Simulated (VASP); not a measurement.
# ReS: single point with PBEsol

The system is ReS.

```xyz
2
Lattice="0.0000 2.5915 2.5915 2.5915 0.0000 2.5915 2.5915 2.5915 0.0000" Properties=species:S:1:pos:R:3 pbc="T T T"
Re    0.0000    0.0000    0.0000
S     1.2957    1.2957    1.2957
```

The cell comes from a database or a generator and needn't be the stable form of this composition.

```json
{
 "Program": "VASP 6.6.1",
 "Task": "single point",
 "Functional": "PBEsol",
 "Potentials or basis": "VASP PAW PBE potentials, release 64 (Re, S)",
 "Cutoff": "520 eV",
 "k mesh": "10 × 10 × 10",
 "Occupations": "gaussian, width 0.05 eV",
 "Spin": "collinear spin, typed start",
 "Starting moments": "[0.05, 0.0] μB",
 "Dipole correction": "no",
 "Further INCAR settings": "ALGO = Fast; EDIFF = 1e-07; NBANDS = 18"
}
```

The pressure is 2.0 GPa, the band gap on the k mesh is none (metal or under the smearing width) and the net moment is 0.04 μB per cell. The site moments are Re +0.04; S +0.00 μB. The valence electrons inside the program's atomic spheres are Re 6.28; S 3.68.

Levels at points of the mesh, in eV from the Fermi level:
Spin up:
```
           k point  band 3  band 4  band 5  band 6  band 7  band 8  band 9  band 10
(0.00, 0.00, 0.00)   -6.40   -6.40   -1.21   -1.21    1.29    4.94    4.94     4.94
(0.50, 0.00, 0.00)   -5.88   -5.88   -0.66   -0.66   -0.63    2.39    2.39     3.88
(0.50, 0.50, 0.00)   -4.82   -4.82   -2.51   -0.81    0.19    0.60    0.60     8.04
```
Spin down:
```tsv
k point	band 3	band 4	band 5	band 6	band 7	band 8	band 9	band 10
(0.00, 0.00, 0.00)	-6.39	-6.39	-1.19	-1.19	1.30	4.95	4.95	4.95
(0.50, 0.00, 0.00)	-5.87	-5.87	-0.63	-0.63	-0.61	2.40	2.40	3.89
(0.50, 0.50, 0.00)	-4.81	-4.81	-2.50	-0.79	0.22	0.61	0.61	8.06
```

It took 58 s on 1 thread of Intel(R) Xeon(R) Platinum 8488C (Sapphire Rapids), on a shared host, peak memory 0.2 GiB.

Caveat: the PAW data sets were made with another functional, which shifts forces and pressure a little. Spin-orbit coupling is left out, which matters for the levels of Re.
